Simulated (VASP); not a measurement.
# Lattice of AlCo across functionals and dispersion corrections

How much does the cell of AlCo depend on the functional? The levels: LDA, PBEsol, PBE, r2SCAN, PBE + D3(BJ), r2SCAN + rVV10, vdW-DF-cx and RPBE. LASPH is on for some levels and off for others; the table marks which. The start is a computed cell from the Materials Project.

Main program and level: VASP 6.6.1; LDA, spin-polarised from a ferromagnetic start (one magnetic atom a cell); plane waves and PAW (Al, Co), in the first sound run; inputs show where later runs differ.

### 1. The starting structure

Symmetry: Pm-3m, No. 221, cubic system. The conventional cell has a = 2.819 Å, b = 2.819 Å, c = 2.819 Å, α = 90.00°, β = 90.00°, γ = 90.00°. Nearest to Al lie 8 Co at 2.44 Å. Co has 8 Al at 2.44 Å nearest. Farther neighbours are not listed.

Structure file:

```xyz
2
Lattice="2.8194 0.0000 0.0000 0.0000 2.8194 0.0000 0.0000 0.0000 2.8194" Properties=species:S:1:pos:R:3 pbc="T T T"
Al    0.0000    0.0000    0.0000
Co    1.4097    1.4097    1.4097
```

### 2. Magnetic order: ferromagnetic

The properties of a magnet depend on its order, so a few collinear patterns are compared first on the cell as listed, beginning with all moments parallel. LDA, the lowest rung, knows the local density alone.

File INCAR:

```
SYSTEM = AlCo
PREC = Accurate
ENCUT = 400
EDIFF = 1E-06
NELM = 100
ISMEAR = -1
SIGMA = 0.05
LREAL = .FALSE.
ALGO = Normal
GGA = CA
NBANDS = 15
ISPIN = 2
MAGMOM = 0 2
LMAXMIX = 4
LORBIT = 11
LWAVE = .FALSE.
LCHARG = .FALSE.
KPAR = 4
ISIF = 2
```

File POSCAR:

```
AlCo
1.0
    2.8194032100      0.0000000000      0.0000000000
    0.0000000000      2.8194032100      0.0000000000
    0.0000000000      0.0000000000      2.8194032100
Al Co
1 1
Direct
    0.0000000000      0.0000000000      0.0000000000
    0.5000000000      0.5000000000      0.5000000000
```

File KPOINTS:

```
Automatic mesh
0
Gamma
8 8 8
0 0 0
```

Potentials, in the order of the species: Al and Co (PBE family, release 64).

On the command line:

```sh
> mpirun -np 4 vasp_std
```

Log:

```text
[banner, memory and clock lines left out]
running    4 mpi-ranks, on    1 nodes
 distrk:  each k-point on    1 cores,    4 groups
 distr:  one band on    1 cores,    1 groups

 POSCAR found type information on POSCAR AlCo
 POSCAR found :  2 types and       2 ions
|                                                                             |
|               ----> ADVICE to this user running VASP <----                  |
|                                                                             |
|     You enforced a specific xc type in the INCAR file but a different       |
|     [... a line on the potential file left out ...]
|     I HOPE YOU KNOW WHAT YOU ARE DOING!                                     |
|                                                                             |

 LDA part: xc-table for (Slater(with rela. corr.)+CA(PZ))
 , standard interpolation
 POSCAR, INCAR and KPOINTS ok, starting setup
 FFT: planning ... GRIDC
 FFT: planning ... GRID_SOFT
 FFT: planning ... GRID
 WAVECAR not read
 entering main loop
       N       E                     dE             d eps       ncg     rms          rms(c)
DAV:   1     0.261593843187E+02    0.26159E+02   -0.42820E+03  2196   0.688E+02
DAV:   2    -0.138907320332E+02   -0.40050E+02   -0.35861E+02  2457   0.139E+02
DAV:   3    -0.151203014543E+02   -0.12296E+01   -0.12228E+01  2562   0.268E+01
DAV:   4    -0.151378011847E+02   -0.17500E-01   -0.17496E-01  2687   0.298E+00
DAV:   5    -0.151383804550E+02   -0.57927E-03   -0.57926E-03  2633   0.568E-01    0.147E+01
DAV:   6    -0.180470302579E+02   -0.29086E+01   -0.52359E+01  2422   0.862E+01    0.171E+01
DAV:   7    -0.137409391533E+02    0.43061E+01   -0.27137E+01  2499   0.550E+01    0.219E+00
DAV:   8    -0.137169942003E+02    0.23945E-01   -0.16909E-01  2543   0.279E+00    0.127E+00
DAV:   9    -0.137017506010E+02    0.15244E-01   -0.32068E-02  2624   0.151E+00    0.556E-01
DAV:  10    -0.137004876167E+02    0.12630E-02   -0.74607E-04  2517   0.232E-01    0.175E-01
DAV:  11    -0.137004205413E+02    0.67075E-04   -0.75184E-05  2974   0.806E-02    0.977E-02
DAV:  12    -0.137004217064E+02   -0.11651E-05   -0.57565E-05  2878   0.650E-02    0.243E-02
DAV:  13    -0.137004189637E+02    0.27427E-05   -0.20158E-06  1780   0.119E-02    0.836E-03
DAV:  14    -0.137004192151E+02   -0.25148E-06   -0.44592E-07  1288   0.661E-03
   1 F= -.13700419E+02 E0= -.13695777E+02  d E =-.928450E-02  mag=     0.0003
```

It took 3 s on 4 MPI ranks of Intel Xeon Platinum 8488C (Sapphire Rapids), shared host; peak memory 0.44 GiB.

Lines that name or quote the potential files are left out of all logs, and their timing lines are given in words.

From OUTCAR (step 2):

```text
ion  position               nearest neighbor table
   1  0.000  0.000  0.000-   2 2.44   2 2.44   2 2.44   2 2.44   2 2.44   2 2.44   2 2.44   2 2.44

  LATTYP: Found a simple cubic cell.
 ALAT       =     2.8194032100

 Subroutine GETGRP returns: Found 48 space group operations
 (whereof 48 operations were pure point group operations)

The static configuration has the point symmetry O_h .

 Found     35 irreducible k-points:

   k-points           NKPTS =     35   k-points in BZ     NKDIM =     35   number of bands    NBANDS=     15

   dimension x,y,z NGX =    18 NGY =   18 NGZ =   18
   dimension x,y,z NGXF=    36 NGYF=   36 NGZF=   36

   ENCUT  =  400.0 eV  29.40 Ry    5.42 a.u.   4.60  4.60  4.60*2*pi/ulx,y,z

   NELECT =      12.0000    total number of electrons

 k-points in reciprocal lattice and weights: Automatic mesh
   0.00000000  0.00000000  0.00000000       0.002
   0.12500000  0.00000000  0.00000000       0.012
   0.25000000  0.00000000  0.00000000       0.012
   0.37500000  0.00000000  0.00000000       0.012
   0.50000000  0.00000000  0.00000000       0.006
   0.12500000  0.12500000  0.00000000       0.023
   0.25000000  0.12500000  0.00000000       0.047
   0.37500000  0.12500000  0.00000000       0.047
   0.50000000  0.12500000  0.00000000       0.023
[...]
0.50000000  0.50000000  0.37500000       0.012
   0.50000000  0.50000000  0.50000000       0.002

 average (electrostatic) potential at core
       1 -68.3079       2 -77.0163

 E-fermi :  10.6913

 spin component 1
 k-point     1 :       0.0000    0.0000    0.0000
  band No.  band energies     occupation
    ...
      2       7.5646      1.00000
      3       7.5646      1.00000
      4       9.8609      1.00000
      5       9.8609      1.00000
      6       9.8609      1.00000
      7      16.8090      0.00000
      8      16.8090      0.00000
      9      16.8090      0.00000
     10      19.6841      0.00000
     11      19.6841      0.00000
    ...

 k-point     2 :       0.1250    0.0000    0.0000
  band No.  band energies     occupation
    ...
      2       7.5292      1.00000
      3       7.6473      1.00000
      4       9.7017      1.00000
      5       9.7017      1.00000
      6       9.8786      1.00000
      7      14.7227      0.00000
      8      17.2258      0.00000
      9      17.2258      0.00000
     10      19.6359      0.00000
     11      21.5395      0.00000
    ...

 k-point     3 :       0.2500    0.0000    0.0000
  band No.  band energies     occupation
    ...
      2       7.1482      1.00000
      3       7.8554      1.00000
      4       9.3570      1.00000
      5       9.3570      1.00000
      6       9.9205      1.00000
      7      12.2943      0.00000
      8      18.3490      0.00000
      9      18.3490      0.00000
     10      19.5007      0.00000
     11      23.4067      0.00000
    ...

 k-point     4 :       0.3750    0.0000    0.0000
  band No.  band energies     occupation
    ...
      2       5.8301      1.00000
      3       8.0772      1.00000
      4       9.0551      1.00000
      5       9.0551      1.00000
      6       9.9630      1.00000
      7      11.1043      0.00026
      8      19.3363      0.00000
      9      19.9588      0.00000
     10      19.9588      0.00000
     11      24.5562      0.00000
    ...

 k-point     5 :       0.5000    0.0000    0.0000
  band No.  band energies     occupation
    ...
      2       3.9366      1.00000
      3       8.1735      1.00000
      4       8.9396      1.00000
      5       8.9396      1.00000
      6       9.9807      1.00000
      7      10.8690      0.02781
      8      19.2577      0.00000
      9      21.4904      0.00000
     10      21.4904      0.00000
     11      22.6657      0.00000
    ...

 k-point     6 :       0.1250    0.1250    0.0000
  band No.  band energies     occupation
    ...
      2       7.5892      1.00000
      3       7.6575      1.00000
      4       9.5139      1.00000
      5       9.6877      1.00000
      6       9.7581      1.00000
      7      14.7040      0.00000
      8      15.4611      0.00000
      9      17.6337      0.00000
     10      20.5457      0.00000
     11      22.7375      0.00000
    ...

  Total       -0.6153660     -0.6153660     -0.6153660     -0.0000000      0.0000000     -0.0000000
  in kB      -43.9918811    -43.9918811    -43.9918811     -0.0000000      0.0000000     -0.0000000
  external PRESSURE =     -43.9918811 kB  Pullay stress =       0.0000000 kB

  energy-cutoff  :      400.00
  volume of cell :       22.41
      direct lattice vectors                 reciprocal lattice vectors
     2.819403210  0.000000000  0.000000000     0.354684990  0.000000000  0.000000000
     0.000000000  2.819403210  0.000000000     0.000000000  0.354684990  0.000000000
     0.000000000  0.000000000  2.819403210     0.000000000  0.000000000  0.354684990

 POSITION                                       TOTAL-FORCE (eV/Angst)
 -----------------------------------------------------------------------------------
      0.00000      0.00000      0.00000         0.000000      0.000000      0.000000
      1.40970      1.40970      1.40970         0.000000      0.000000      0.000000
 -----------------------------------------------------------------------------------
    total drift:                                0.000000     -0.000000      0.000000

  FREE ENERGIE OF THE ION-ELECTRON SYSTEM (eV)
  ---------------------------------------------------
  free  energy   TOTEN  =       -13.7004192151 eV

  energy  without entropy=      -13.6911347156  energy(sigma->0) =      -13.69577697

 total charge
# of ion       s       p       d       tot
------------------------------------------
    1        0.392   0.442   0.000   0.834
    2        0.446   0.529   7.556   8.531
--------------------------------------------------
tot          0.838   0.971   7.556   9.364

 magnetization (x)
# of ion       s       p       d       tot
------------------------------------------
    1       -0.000  -0.000   0.000  -0.000
    2       -0.000  -0.000   0.001   0.001
--------------------------------------------------
tot         -0.000  -0.000   0.001   0.001

[... 6 further parts left out ...]
```

The k-mesh is coarse for a metal. The PAW data sets were made with PBE, though LDA sets exist; this is a small mismatch. At this level the cell is under a tension of 4.4 GPa, so at these settings it is away from equilibrium.

Numbers from this step:

```
SCF cycles              : 14
electrons               : 12
bands                   : 15
irreducible k-points    : 35
symmetry operations     : 48
free energy (TOTEN)     : -13.70 eV
energy at zero smearing : -13.70 eV
Fermi energy            : 10.69 eV
pressure                : -4.399 GPa
metallic                : yes
```

Spin moment in the PAW sphere by atom:

| atom | spin moment in the PAW sphere (μB) |
| --- | --- |
| Al1 | 0.0000 |
| Co2 | 0.0010 |

The moments fall under 0.1 μB, and the mesh shows no gap.

### 3. Magnetic order: antiferromagnetic, q = (0, 0, 1/2)

This step: LDA, spin-polarised from an antiferromagnetic start; plane waves and PAW (Al, Co) (VASP 6.6.1).

System of this step: AlCo. It takes space group Pm-3m (No. 221, cubic). Conventional cell: a = 2.819 Å, b = 2.819 Å, c = 2.819 Å, α = 90.00°, β = 90.00°, γ = 90.00°. Nearest to Al lie 8 Co at 2.44 Å. Nearest to Co lie 8 Al at 2.44 Å. Farther neighbours are not listed.

Next, a pattern with opposite moments, which needs a doubled cell; q is given in the reciprocal vectors of the primitive cell.

Changes to INCAR since step 2:

```diff
@@ -10,5 +10,5 @@
 GGA = CA
-NBANDS = 15
+NBANDS = 20
 ISPIN = 2
-MAGMOM = 0 2
+MAGMOM = 0 0 2 -2
 LMAXMIX = 4
```

File POSCAR:

```
AlCo
1.0
    2.8194032100      0.0000000000      0.0000000000
    0.0000000000      2.8194032100      0.0000000000
    0.0000000000      0.0000000000      5.6388064200
Al Co
2 2
Direct
    0.0000000000      0.0000000000      0.0000000000
    0.0000000000      0.0000000000      0.5000000000
    0.5000000000      0.5000000000      0.2500000000
    0.5000000000      0.5000000000      0.7500000000
```

File KPOINTS:

```
Automatic mesh
0
Gamma
8 8 4
0 0 0
```

On the command line:

```sh
> mpirun -np 4 vasp_std
```

Log:

```text
[banner, memory and clock lines left out]
running    4 mpi-ranks, on    1 nodes
 distrk:  each k-point on    1 cores,    4 groups
 distr:  one band on    1 cores,    1 groups

 POSCAR found type information on POSCAR AlCo
 POSCAR found :  2 types and       4 ions
 [... a notice as in an earlier step ...]

 LDA part: xc-table for (Slater(with rela. corr.)+CA(PZ))
 , standard interpolation
 POSCAR, INCAR and KPOINTS ok, starting setup
 FFT: planning ... GRIDC
 FFT: planning ... GRID_SOFT
 FFT: planning ... GRID
 WAVECAR not read
 entering main loop
       N       E                     dE             d eps       ncg     rms          rms(c)
DAV:   1     0.102411850721E+03    0.10241E+03   -0.85315E+03  3616   0.106E+03
DAV:   2    -0.253938736373E+02   -0.12781E+03   -0.12101E+03  3624   0.238E+02
DAV:   3    -0.303334514800E+02   -0.49396E+01   -0.48130E+01  4212   0.595E+01
DAV:   4    -0.304426826789E+02   -0.10923E+00   -0.10912E+00  4320   0.810E+00
DAV:   5    -0.304468380940E+02   -0.41554E-02   -0.41553E-02  4480   0.158E+00    0.207E+01
DAV:   6    -0.357815880678E+02   -0.53347E+01   -0.64927E+01  4112   0.130E+02    0.244E+01
DAV:   7    -0.273958644587E+02    0.83857E+01   -0.37933E+01  3992   0.883E+01    0.353E+00
DAV:   8    -0.274333601893E+02   -0.37496E-01   -0.80726E-01  4016   0.636E+00    0.223E+00
DAV:   9    -0.274059803575E+02    0.27380E-01   -0.86565E-02  5040   0.350E+00    0.999E-01
DAV:  10    -0.274013526112E+02    0.46277E-02   -0.14198E-02  5460   0.144E+00    0.376E-01
DAV:  11    -0.274008597445E+02    0.49287E-03   -0.14377E-03  4560   0.482E-01    0.131E-01
DAV:  12    -0.274008580294E+02    0.17151E-05   -0.12467E-04  4804   0.172E-01    0.778E-02
DAV:  13    -0.274008513620E+02    0.66673E-05   -0.35094E-05  5364   0.601E-02    0.257E-02
DAV:  14    -0.274008490038E+02    0.23583E-05   -0.11534E-05  4384   0.411E-02    0.621E-03
DAV:  15    -0.274008488988E+02    0.10496E-06   -0.43377E-07  2012   0.839E-03
   1 F= -.27400849E+02 E0= -.27391565E+02  d E =-.185674E-01  mag=    -0.0000
```

It took 8.8 s on 4 MPI ranks; peak memory 0.61 GiB.

Parts of OUTCAR (step 3):

```text
  LATTYP: Found a simple tetragonal cell.
 ALAT       =     2.8194032100
 C/A-ratio  =     2.0000000000

 Subroutine GETGRP returns: Found 16 space group operations
 (whereof 16 operations were pure point group operations)

The static configuration has the point symmetry D_4h.

 Found     45 irreducible k-points:

   k-points           NKPTS =     45   k-points in BZ     NKDIM =     45   number of bands    NBANDS=     20

   dimension x,y,z NGX =    18 NGY =   18 NGZ =   40
   dimension x,y,z NGXF=    36 NGYF=   36 NGZF=   80

   ENCUT  =  400.0 eV  29.40 Ry    5.42 a.u.   4.60  4.60  9.20*2*pi/ulx,y,z

   NELECT =      24.0000    total number of electrons

 E-fermi :  10.6913

 spin component 1
 k-point     1 :       0.0000    0.0000    0.0000
  band No.  band energies     occupation
    ...
      8       8.9399      1.00000
      9       9.8613      1.00000
     10       9.8613      1.00000
     11       9.8613      1.00000
     12       9.9810      1.00000
     13      10.8696      0.02750
     14      16.8090      0.00000
     15      16.8090      0.00000
     16      16.8090      0.00000
     17      19.2576      0.00000
    ...

 k-point     2 :       0.1250    0.0000    0.0000
  band No.  band energies     occupation
    ...
      8       8.9707      1.00000
      9       9.7020      1.00000
     10       9.7020      1.00000
     11       9.8459      1.00000
     12       9.8789      1.00000
     13      10.8592      0.03367
     14      14.7228      0.00000
     15      17.2258      0.00000
     16      17.2258      0.00000
     17      18.2620      0.00000
    ...

 k-point     3 :       0.2500    0.0000    0.0000
  band No.  band energies     occupation
    ...
      8       9.0463      1.00000
      9       9.3573      1.00000
     10       9.3573      1.00000
     11       9.5421      1.00000
     12       9.9208      1.00000
     13      10.8039      0.09526
     14      12.2946      0.00000
     15      16.4191      0.00000
     16      16.4411      0.00000
     17      18.3489      0.00000
    ...

 k-point     4 :       0.3750    0.0000    0.0000
  band No.  band energies     occupation
    ...
      9       9.0554      1.00000
     10       9.1236      1.00000
     11       9.2645      1.00000
     12       9.9633      1.00000
     13      10.6225      0.79847
     14      11.1048      0.00026
     15      14.0904      0.00000
     16      14.9573      0.00000
     17      19.3363      0.00000
     18      19.9587      0.00000
    ...

  Total       -1.2322015     -1.2322015     -1.2317907      0.0000000      0.0000000      0.0000000
  in kB      -44.0444051    -44.0444051    -44.0297224      0.0000000      0.0000000      0.0000000
  external PRESSURE =     -44.0395108 kB  Pullay stress =       0.0000000 kB

  energy-cutoff  :      400.00
  volume of cell :       44.82
      direct lattice vectors                 reciprocal lattice vectors
     2.819403210  0.000000000  0.000000000     0.354684990  0.000000000  0.000000000
     0.000000000  2.819403210  0.000000000     0.000000000  0.354684990  0.000000000
     0.000000000  0.000000000  5.638806420     0.000000000  0.000000000  0.177342495

 POSITION                                       TOTAL-FORCE (eV/Angst)
 -----------------------------------------------------------------------------------
      0.00000      0.00000      0.00000         0.000000     -0.000000      0.000000
      0.00000      0.00000      2.81940         0.000000     -0.000000      0.000000
      1.40970      1.40970      1.40970        -0.000000      0.000000      0.000000
      1.40970      1.40970      4.22910        -0.000000      0.000000      0.000000
 -----------------------------------------------------------------------------------
    total drift:                                0.000000      0.000000     -0.000000

  FREE ENERGIE OF THE ION-ELECTRON SYSTEM (eV)
  ---------------------------------------------------
  free  energy   TOTEN  =       -27.4008488988 eV

  energy  without entropy=      -27.3822814857  energy(sigma->0) =      -27.39156519

 total charge
# of ion       s       p       d       tot
------------------------------------------
    1        0.392   0.442   0.000   0.834
    2        0.392   0.442   0.000   0.834
    3        0.446   0.529   7.556   8.531
    4        0.446   0.529   7.556   8.531
--------------------------------------------------
tot          1.676   1.942  15.111  18.729

 magnetization (x)
# of ion       s       p       d       tot
------------------------------------------
    1        0.000   0.000   0.000   0.000
    2        0.000   0.000   0.000   0.000
    3        0.000  -0.000   0.000   0.000
    4       -0.000   0.000  -0.000  -0.000
--------------------------------------------------
tot          0.000   0.000   0.000   0.000

[... 6 further parts left out ...]
```

Numbers from this step:

| Property | Result |
| --- | --- |
| SCF cycles | 15 |
| electrons | 24 |
| bands | 20 |
| irreducible k-points | 45 |
| symmetry operations | 16 |
| free energy (TOTEN) | -27.40 eV |
| energy at zero smearing | -27.39 eV |
| pressure | -4.404 GPa |

The spin moment in the PAW sphere vanishes on all atoms.

The energy lies -0.0 meV an atom from the first pattern, a difference of sampling, since both runs hold the same state. The moments fall under 0.1 μB, and the mesh shows no gap.

[end of part 1 of 5]

[Lines on the potential files, build, host, timing and source positions are cut from VASP's logs without a mark.]

[Logs are printed without paths, hosts, clocks, repeated set-up lines and the standing remarks that a program may print on its own settings, such as how far it seeks lower states.]

[Hosts, paths, dates, database ids (printed as entryN), source tags and the programs' standing remarks are cut or masked in the printed files.]

[A measured line is paired with the nearest computed mode of its activity, which favours agreement.]
